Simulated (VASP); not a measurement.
# Ga8Sb3P5 (R3m) in VASP: further runs

Runs on Ga8Sb3P5. Level: PBEsol. Tasks: relaxation of cell and atoms.

All numbers are computed with VASP 6.6.1; they aren't measurements. Logs are shortened: lines on timing, memory, paths and dates and some standing lists are left out, and cuts for length are marked.

**1. The crystal as given**

The structure is trigonal, space group R3m (No. 160). The conventional cell has a = 8.062 Å, b = 8.062 Å, c = 19.748 Å, α = 90.00°, β = 90.00°, γ = 120.00°. Ga (site symmetry 3m) has 3 Sb at 2.47 Å and 1 P at 2.47 Å as nearest neighbours. Ga (site symmetry m) has 2 Sb at 2.47 Å and 2 P at 2.47 Å as nearest neighbours. Around Ga (site symmetry m) lie 3 P at 2.47 Å and 1 Sb at 2.47 Å. Ga (site symmetry 3m) has 4 P at 2.47 Å as nearest neighbours. Sb (site symmetry m) has 4 Ga at 2.47 Å as nearest neighbours. P (site symmetry 3m) has 4 Ga at 2.47 Å as nearest neighbours. Around P (site symmetry 3m) lie 4 Ga at 2.47 Å. P (site symmetry m) is surrounded by 4 Ga at 2.47 Å.

The cell was built by a generator and needn't be a form met in nature.

**2. Relaxation of cell and atoms, PBEsol**

Contents of INCAR:

```
PREC = Accurate
ENCUT = 600
EDIFF = 1E-6
ISMEAR = 0
SIGMA = 0.03
LREAL = False
LASPH = True
NELM = 80
ALGO = Normal
ISIF = 3
LWAVE = False
LCHARG = False
GGA = PS
IBRION = 2
NSW = 90
EDIFFG = -0.01
KPAR = 4
```

Contents of KPOINTS:

```
Automatic mesh
0
Gamma
  6 6 5
```

Contents of POSCAR:

```
Ga8Sb3P5
1.0
    0.0000000000      5.7008125000      5.7008125000
    5.7008125000      0.0000000000      5.7008125000
    5.7008125000      5.7008125000      0.0000000000
Ga Sb P
8 3 5
Direct
    0.0000000000      0.0000000000      0.0000000000
    0.0000000000      0.0000000000      0.5000000000
    0.0000000000      0.5000000000      0.0000000000
    0.0000000000      0.5000000000      0.5000000000
    0.5000000000      0.0000000000      0.0000000000
    0.5000000000      0.0000000000      0.5000000000
    0.5000000000      0.5000000000      0.0000000000
    0.5000000000      0.5000000000      0.5000000000
    0.1250000000      0.1250000000      0.1250000000
    0.1250000000      0.1250000000      0.6250000000
    0.1250000000      0.6250000000      0.1250000000
    0.1250000000      0.6250000000      0.6250000000
    0.6250000000      0.1250000000      0.1250000000
    0.6250000000      0.1250000000      0.6250000000
    0.6250000000      0.6250000000      0.1250000000
    0.6250000000      0.6250000000      0.6250000000
```

Potentials or basis: VASP PAW PBE potentials, release 64 (Ga_d, Sb, P).

Launch:

```
$ cat potpaw_PBE.64/Ga_d/POTCAR potpaw_PBE.64/Sb/POTCAR potpaw_PBE.64/P/POTCAR > POTCAR
$ mpirun -np 4 vasp_std > vasp.out
```

OUTCAR:

```text
PREC = Accurate
   ENCUT = 600
   EDIFF = 1E-6
   ISMEAR = 0
   LREAL = False
   LASPH = True
   NELM = 80
   ISIF = 3
   GGA = PS
   IBRION = 2
   NSW = 90
   EDIFFG = -0.01

 ion  position               nearest neighbor table
   1  0.000  0.000  0.000-   9 2.47  10 2.47  11 2.47  13 2.47
   2  0.000  0.000  0.500-  10 2.47   9 2.47  12 2.47  14 2.47
   3  0.000  0.500  0.000-  11 2.47   9 2.47  12 2.47  15 2.47
   4  0.000  0.500  0.500-  12 2.47  11 2.47  10 2.47  16 2.47
   5  0.500  0.000  0.000-  13 2.47   9 2.47  14 2.47  15 2.47
   6  0.500  0.000  0.500-  14 2.47  13 2.47  10 2.47  16 2.47
[... 8 lines left out ...]
  15  0.625  0.625  0.125-   7 2.47   5 2.47   3 2.47   8 2.47
  16  0.625  0.625  0.625-   8 2.47   6 2.47   7 2.47   4 2.47

  LATTYP: Found a face centered cubic cell.
 ALAT       =    11.4016250000

  Lattice vectors:

 A1 = (   0.0000000000,   5.7008125000,   5.7008125000)
 A2 = (   5.7008125000,   0.0000000000,   5.7008125000)
 A3 = (   5.7008125000,   5.7008125000,   0.0000000000)

Analysis of symmetry for initial positions (statically):
=====================================================================
 Subroutine PRICEL returns:
 Original cell was already a primitive cell.

 Routine SETGRP: Setting up the symmetry group for a
 face centered cubic supercell.

 Subroutine GETGRP returns: Found  6 space group operations
 (whereof  6 operations were pure point group operations)
 out of a pool of 48 trial point group operations.

The static configuration has the point symmetry C_3v.

Analysis of symmetry for dynamics (positions and initial velocities):
=====================================================================
 Subroutine PRICEL returns:
 Original cell was already a primitive cell.

 Routine SETGRP: Setting up the symmetry group for a
 face centered cubic supercell.

 Subroutine GETGRP returns: Found  6 space group operations
 (whereof  6 operations were pure point group operations)
 out of a pool of 48 trial point group operations.

The dynamic configuration has the point symmetry C_3v.

 Subroutine INISYM returns: Found  6 space group operations
 (whereof  6 operations are pure point group operations),
 and found     1 'primitive' translations

----------------------------------------------------------------------------------------

                                     Primitive cell

  volume of cell :     370.5444

  direct lattice vectors                    reciprocal lattice vectors
     0.000000000  5.700812500  5.700812500    -0.087706796  0.087706796  0.087706796
     5.700812500  0.000000000  5.700812500     0.087706796 -0.087706796  0.087706796
     5.700812500  5.700812500  0.000000000     0.087706796  0.087706796 -0.087706796

  length of vectors
     8.062166354  8.062166354  8.062166354     0.151912627  0.151912627  0.151912627

  position of ions in fractional coordinates (direct lattice)
     0.000000000  0.000000000  0.000000000
     0.000000000  0.000000000  0.500000000
     0.000000000  0.500000000  0.000000000
     0.000000000  0.500000000  0.500000000
     0.500000000  0.000000000  0.000000000
     0.500000000  0.000000000  0.500000000
[... 8 lines left out ...]
     0.625000000  0.625000000  0.125000000
     0.625000000  0.625000000  0.625000000

  ion indices of the primitive-cell ions
   primitive index   ion index
                 1           1
                 2           2
                 3           3
                 4           4
                 5           5
                 6           6
[... 8 lines left out ...]
                15          15
                16          16

----------------------------------------------------------------------------------------

 KPOINTS: Automatic mesh

Automatic generation of k-mesh.
 Grid dimensions read from file:
 generate k-points for:    6    6    5

 Generating k-lattice:

  Cartesian coordinates                     Fractional coordinates (reciprocal lattice)
    -0.014617799  0.014617799  0.014617799     0.166666667  0.000000000  0.000000000
[... 27 lines left out ...]

 WARNING: IBZKPT: internal override: KBLOWUP is changed to .FALSE.
      ... skipping the blow-up phase ...

 Subroutine IBZKPT returns following result:
 ===========================================

 Found     92 irreducible k-points:

 Following reciprocal coordinates:
            Coordinates               Weight
  0.000000  0.000000  0.000000      1.000000
  0.166667  0.000000  0.000000      2.000000
  0.333333  0.000000  0.000000      2.000000
  0.500000  0.000000  0.000000      1.000000
  0.000000  0.166667  0.000000      2.000000
  0.166667  0.166667  0.000000      2.000000
[... 16 lines left out ...]
  0.333333  0.000000  0.200000      2.000000
  0.500000  0.000000  0.200000      2.000000
 [... further k-points ...]
   k-points           NKPTS =     92   k-points in BZ     NKDIM =     92   number of bands    NBANDS=     86
   number of dos      NEDOS =    301   number of ions     NIONS =     16
   total plane-waves  NPLWV = 262144
   dimension x,y,z NGX =    64 NGY =   64 NGZ =   64
   dimension x,y,z NGXF=   128 NGYF=  128 NGZF=  128
   ions per type =               8   3   5
   NGX,Y,Z   is equivalent  to a cutoff of  13.20, 13.20, 13.20 a.u.
   NGXF,Y,Z  is equivalent  to a cutoff of  26.39, 26.39, 26.39 a.u.
 SYSTEM =  unknown system
   PREC   = accura    normal or accurate (medium, high low for compatibility)
   ISTART =      0    job   : 0-new  1-cont  2-samecut
   ICHARG =      2    charge: 1-file 2-atom 10-const
   ISPIN  =      1    spin polarized calculation?
   LNONCOLLINEAR =      F non collinear calculations
   LSORBIT =      F    spin-orbit coupling
   LASPH  =      T    aspherical Exc in radial PAW
   ENCUT  =  600.0 eV  44.10 Ry    6.64 a.u.  16.10 16.10 16.10*2*pi/ulx,y,z
   NELM   =     80;   NELMIN=  2; NELMDL= -5     # of ELM steps
   EDIFF  = 0.1E-05   stopping-criterion for ELM
   LREAL  =      F    real-space projection
   EDIFFG = -.1E-01   stopping-criterion for IOM
   NSW    =     90    number of steps for IOM
   IBRION =      2    ionic relax: 0-MD 1-quasi-New 2-CG
   NFREE  =      1    steps in history (QN), initial steepest desc. (CG)
   ISIF   =      3    stress and relaxation
   ISYM   =      2    0-nonsym 1-usesym 2-fastsym
   POTIM  = 0.5000    time-step for ionic-motion
   TEBEG  =    0.0;   TEEND  =   0.0 temperature during run
   PSTRESS=    0.0 pullay stress
   NELECT =     144.0000    total number of electrons
   NUPDOWN=      -1.0000    fix difference up-down
   EMIN   =  10.00;   EMAX   =-10.00  energy-range for DOS
   EFERMI =   0.00;   METHOD = LEGACY
   ISMEAR =     0;   SIGMA  =   0.03  broadening in eV -4-tet -1-fermi 0-gaus
   EFERMI_NEDOS =   21; number of points for ismear=-14 and -15
   IALGO  =     38    algorithm
   IMIX   =      4    mixing-type and parameters
     AMIX     =   0.40;   BMIX     =  1.00
     AMIX_MAG =   1.60;   BMIX_MAG =  1.00
  volume/ion in A,a.u.               =      23.16       156.28
  Fermi-wavevector in a.u.,A,eV,Ry     =   1.194673  2.257604 19.418815  1.427243
  Thomas-Fermi vector in A             =   2.330657
   LORBIT       =      0    0 simple, 1 ext, 2 COOP (PROOUT), +10 PAW based schemes
   GGA     = PS    functional components
   LHFCALC =     F    Hartree Fock is set to
   AEXX    =    0.0000 exact exchange contribution
   IVDW    =     0    specifies the selected vdW correction
   LEPSILON=     F    determine dielectric tensor
   LRPA    =     F    only Hartree local field effects (RPA)
 conjugate gradient relaxation of ions
 non-spin polarized calculation
 Gauss-broadening in eV      SIGMA  =   0.03
  energy-cutoff  :      600.00
  volume of cell :      370.54
 maximum number of plane-waves:     12398
   NGX = 33   NGY = 33   NGZ = 33

--------------------------------------- Ionic step        1  -------------------------------------------

 number of electron     144.0000047 magnetization

 Free energy of the ion-electron system (eV)
  ---------------------------------------------------
  ext. energy  EPLUGINS =         0.00000000
  ---------------------------------------------------
  free energy    TOTEN  =       -71.72131110 eV

  energy without entropy =      -71.72131110  energy(sigma->0) =      -71.72131110

------------------------ aborting loop because EDIFF is reached ----------------------------------------

  FORCE on cell =-STRESS in cart. coord.  units (eV):
  Direction    XX          YY          ZZ          XY          YZ          ZX
  --------------------------------------------------------------------------------------
  -------------------------------------------------------------------------------------
  Total        2.5630944      2.5630944      2.5630944      0.1905705     -0.1905705      0.1905705
  in kB       11.0824279     11.0824279     11.0824279      0.8239979     -0.8239979      0.8239979
  external PRESSURE =      11.0824279 kB  Pullay stress =       0.0000000 kB
[... 131 lines left out ...]
  FREE ENERGIE OF THE ION-ELECTRON SYSTEM (eV)
  ---------------------------------------------------
  free  energy   TOTEN  =       -72.6972746074 eV

  energy  without entropy=      -72.6970865344  energy(sigma->0) =      -72.69718057

[... ionic steps 4 to 24 ...]

--------------------------------------- Ionic step       25  -------------------------------------------

 number of electron     144.0000022 magnetization

------------------------ aborting loop because EDIFF is reached ----------------------------------------
[... 95 lines left out ...]
--------------------------------------- Ionic step       27  -------------------------------------------

 number of electron     144.0000021 magnetization

 Free energy of the ion-electron system (eV)
  ---------------------------------------------------
  ext. energy  EPLUGINS =         0.00000000
  ---------------------------------------------------
  free energy    TOTEN  =       -72.80769964 eV

  energy without entropy =      -72.80751157  energy(sigma->0) =      -72.80760561

 E-fermi :   5.2047     XC(G=0):  -9.7426

 val. band max:        5.2046997437   @ k =   0.0000   0.0000   0.0000
 cond. band min:       5.2047010308   @ k =   0.0000   0.0000   0.0000
 fundamental gap:      0.0000012871
 Fermi energy:         5.2047004621

 k-point     1 :       0.0000    0.0000    0.0000
  band No.  band energies     occupation
      1     -10.3615      2.00000
      2     -10.3615      2.00000
      3     -10.3547      2.00000
      4     -10.2908      2.00000
      5     -10.2908      2.00000
      6     -10.1925      2.00000
[... 2077 lines left out ...]
     83       8.7027      0.00000
     84       8.7452      0.00000

 [... further k-points ...]

 [bands above 84 left out]

------------------------ aborting loop because EDIFF is reached ----------------------------------------

  FORCE on cell =-STRESS in cart. coord.  units (eV):
  Direction    XX          YY          ZZ          XY          YZ          ZX
  --------------------------------------------------------------------------------------
  -------------------------------------------------------------------------------------
  Total        0.0683329      0.0683329      0.0683329     -0.0170358      0.0170358     -0.0170358
  in kB        0.2958980      0.2958980      0.2958980     -0.0737692      0.0737692     -0.0737692
  external PRESSURE =       0.2958980 kB  Pullay stress =       0.0000000 kB
[... 31 lines left out ...]
  FREE ENERGIE OF THE ION-ELECTRON SYSTEM (eV)
  ---------------------------------------------------
  free  energy   TOTEN  =       -72.8076996404 eV

  energy  without entropy=      -72.8075115738  energy(sigma->0) =      -72.80760561

 reached required accuracy - stopping structural energy minimisation
```

It took 2.3 h on 4 MPI ranks of Intel Xeon 6975P-C (Granite Rapids), shared host; peak memory 2.5 GiB.

Results:

- Free energy: -72.8077 eV
- Relaxed volume: 23.12 Å³/atom
- Relaxed cell: a = 8.066 Å, b = 8.050 Å, c = 8.050 Å, α = 60.00°, β = 60.07°, γ = 60.07°
- Space group after relaxing (to 0.05 Å): R3m (No. 160)
- Energy gained by relaxing: 67.9 meV/atom
- Ionic steps: 27
- Pressure after relaxing: 0.0 GPa
- Largest force after relaxing: 0.004 eV/Å
- Band gap on the k mesh: none (metal or under the smearing width)

Forces on the atoms (eV/Å):
```
Ga   0.002 -0.002 -0.002
Ga  -0.002  0.002  0.000
Ga  -0.002  0.000  0.002
Ga   0.000  0.002  0.002
Ga   0.000  0.001  0.001
Ga  -0.001  0.000  0.001
Ga  -0.001  0.001  0.000
Ga   0.000  0.000  0.000
Sb   0.000  0.001  0.001
Sb  -0.001  0.000  0.001
Sb  -0.001  0.001  0.000
P    0.002 -0.002 -0.002
P    0.001 -0.001 -0.001
P    0.001 -0.001  0.000
P    0.001  0.000 -0.001
P    0.000 -0.001 -0.001
```

The path:
| step | energy change (eV) | largest force (eV/Å) | pressure (GPa) | volume (Å³) |
| --- | --- | --- | --- | --- |
| 1 | 0.0000 | 2.1953 | 1.11 | 370.54 |
| 2 | -0.9057 | 0.8162 | -1.31 | 379.20 |
| 3 | -0.9760 | 0.3764 | -1.97 | 382.48 |
| 4 | -1.0670 | 0.3057 | 0.68 | 366.65 |
| 5 | -1.0754 | 0.2406 | 0.09 | 370.08 |
| 6 | -1.0843 | 0.0727 | 0.03 | 369.96 |
| 7 | -1.0849 | 0.0454 | 0.05 | 369.92 |
| 8 | -1.0855 | 0.0307 | -0.07 | 370.35 |
| 9 | -1.0855 | 0.0197 | -0.02 | 370.24 |
| 10 | -1.0855 | 0.0210 | -0.05 | 370.26 |
| 11 | -1.0855 | 0.0201 | -0.03 | 370.25 |
| 12 | -1.0857 | 0.0172 | 0.02 | 370.09 |
| 13 | -1.0857 | 0.0190 | 0.00 | 370.06 |
| 14 | -1.0857 | 0.0232 | 0.03 | 369.98 |
| 15 | -1.0858 | 0.0178 | -0.05 | 370.14 |
| 16 | -1.0858 | 0.0186 | -0.02 | 370.14 |
| 17 | -1.0859 | 0.0203 | 0.02 | 370.03 |
| 18 | -1.0860 | 0.0224 | 0.02 | 369.97 |
| 19 | -1.0860 | 0.0272 | 0.05 | 369.86 |
| 20 | -1.0860 | 0.0259 | 0.03 | 369.88 |
| 21 | -1.0861 | 0.0220 | 0.00 | 369.95 |
| 22 | -1.0862 | 0.0234 | -0.01 | 370.09 |
| 23 | -1.0863 | 0.0141 | -0.01 | 370.08 |
| 24 | -1.0863 | 0.0207 | 0.01 | 370.05 |
| 25 | -1.0864 | 0.0136 | -0.02 | 370.10 |
| 26 | -1.0864 | 0.0122 | -0.03 | 370.12 |
| 27 | -1.0864 | 0.0038 | 0.03 | 370.00 |

Final structure:
```xyz
16
Lattice="-0.0114 5.7037 5.7037 5.6923 0.0000 5.6923 5.6923 5.6923 0.0000" Properties=species:S:1:pos:R:3 pbc="T T T"
Ga    0.0895    5.6028    5.6028
Ga    8.5260    8.5509   11.2288
Ga    8.5260   11.2288    8.5509
Ga    5.8481    8.5509    8.5509
Ga   11.2903    8.6160    8.6160
Ga    8.4609    5.7866    8.6160
Ga    8.4609    8.6160    5.7866
Ga    5.6717    5.7130    5.7130
Sb    1.4200    1.4290    1.4290
Sb    4.2634    4.2724    1.4290
Sb    4.2634    1.4290    4.2724
P     7.1128    4.2718    4.2718
P     1.4296    4.2627    4.2627
P     4.2511    7.1335    4.2750
P     4.2511    4.2750    7.1335
P     7.1096    7.1335    7.1335
```

Caveat: the PAW data sets were made with another functional, which shifts forces and pressure a little. Spin-orbit coupling is left out, which matters for the levels of Sb.

**3. Relaxation of cell and atoms, PBEsol**

Edit INCAR of step 2 so:

```diff
@@ -2,3 +2,3 @@
 ENCUT = 600
-EDIFF = 1E-6
+EDIFF = 1E-7
 ISMEAR = 0
@@ -15,3 +15,3 @@
 NSW = 90
-EDIFFG = -0.01
+EDIFFG = -0.005
 KPAR = 4
```

KPOINTS is that of step 2.

Contents of POSCAR:

```
Ga8Sb3P5                                
1.0
   -0.0113982741      5.7037109250      5.7037109250
    5.6923126510      0.0000000000      5.6923126510
    5.6923126510      5.6923126510      0.0000000000
  Ga              Sb              P             
     8     3     5
Direct
     0.9734809256501954    0.0088396914499349    0.0088396914499349
     0.9855460164699865    0.9851078123390135    0.5146730855955003
     0.9855460164699865    0.5146730855955003    0.9851078123390135
     0.9855460164699865    0.5146730855955003    0.5146730855955003
     0.5203444064497353    0.9922358143520457    0.9922358143520457
     0.5203444064497353    0.9922358143520457    0.4951839648461732
     0.5203444064497353    0.4951839648461732    0.9922358143520457
     0.5039290771702432    0.4986903076099189    0.4986903076099189
     0.1259288488758658    0.1248518541420698    0.1248518541420698
     0.1259288488758658    0.1248518541420698    0.6243674428399949
     0.1259288488758658    0.6243674428399949    0.1248518541420698
     0.1253054236239419    0.6248981921253528    0.6248981921253528
     0.6214067296094806    0.1261977567968398    0.1261977567968398
     0.6268066761864588    0.1229507169346460    0.6251213034394477
     0.6268066761864588    0.6251213034394477    0.1229507169346460
     0.6268066761864588    0.6251213034394477    0.6251213034394477
```

Potentials or basis: VASP PAW PBE potentials, release 64 (Ga_d, Sb, P).

Launch:

```
$ cat potpaw_PBE.64/Ga_d/POTCAR potpaw_PBE.64/Sb/POTCAR potpaw_PBE.64/P/POTCAR > POTCAR
$ mpirun -np 4 vasp_std > vasp.out
```

Run time: 13 min. Hardware: 4 MPI ranks of Intel Xeon 6975P-C (Granite Rapids), shared host; peak memory 2.4 GiB.

Results (log left out):

```
Free energy                  : -72.8076 eV
Pressure after relaxing      : 0.0 GPa
Largest force after relaxing : 0.004 eV/Å
Band gap on the k mesh       : none (metal or under the smearing width)
```

Forces in eV/Å, atoms in the order of the input:
```
Ga   0.002 -0.002 -0.002
Ga  -0.002  0.002  0.001
Ga  -0.002  0.001  0.002
Ga  -0.001  0.002  0.002
Ga   0.000  0.001  0.001
Ga  -0.001  0.000  0.001
Ga  -0.001  0.001  0.000
Ga   0.000  0.000  0.000
Sb   0.001  0.001  0.001
Sb  -0.001 -0.001  0.001
Sb  -0.001  0.001 -0.001
P    0.002 -0.002 -0.002
P    0.001 -0.001 -0.001
P    0.001 -0.001  0.000
P    0.001  0.000 -0.001
P    0.000 -0.001 -0.001
```

Final structure:
```cif
data_structure
_symmetry_space_group_name_H-M 'P 1'
_symmetry_Int_Tables_number 1
_cell_length_a 8.0663
_cell_length_b 8.0501
_cell_length_c 8.0501
_cell_angle_alpha 60.000
_cell_angle_beta 60.066
_cell_angle_gamma 60.066
_cell_volume 370.00
loop_
_atom_site_label
_atom_site_type_symbol
_atom_site_fract_x
_atom_site_fract_y
_atom_site_fract_z
_atom_site_occupancy
Ga1 Ga 0.97348 0.00884 0.00884 1
Ga2 Ga 0.98555 0.98511 0.51467 1
Ga3 Ga 0.98555 0.51467 0.98511 1
Ga4 Ga 0.98555 0.51467 0.51467 1
Ga5 Ga 0.52034 0.99224 0.99224 1
Ga6 Ga 0.52034 0.99224 0.49518 1
Ga7 Ga 0.52034 0.49518 0.99224 1
Ga8 Ga 0.50393 0.49869 0.49869 1
Sb1 Sb 0.12593 0.12485 0.12485 1
Sb2 Sb 0.12593 0.12485 0.62437 1
Sb3 Sb 0.12593 0.62437 0.12485 1
P1 P 0.12531 0.62490 0.62490 1
P2 P 0.62141 0.12620 0.12620 1
P3 P 0.62681 0.12295 0.62512 1
P4 P 0.62681 0.62512 0.12295 1
P5 P 0.62681 0.62512 0.62512 1
```

Levels at points of the mesh, in eV from the Fermi level:
```csv
k point,band 70,band 71,band 72,band 73,band 74,band 75
"(0.00, 0.00, 0.00)",-0.49,-0.27,0.00,0.00,0.15,0.48
"(0.50, 0.00, 0.00)",-1.77,-0.39,-0.39,0.33,1.11,1.13
"(0.00, 0.50, 0.00)",-1.22,-1.01,-0.60,0.58,0.95,1.31
"(0.50, 0.50, 0.00)",-1.68,-1.51,-0.96,1.04,1.20,1.69
```

Caveat: the relaxation stopped at its first step, so nothing moved; the PAW data sets were made with another functional, which shifts forces and pressure a little.
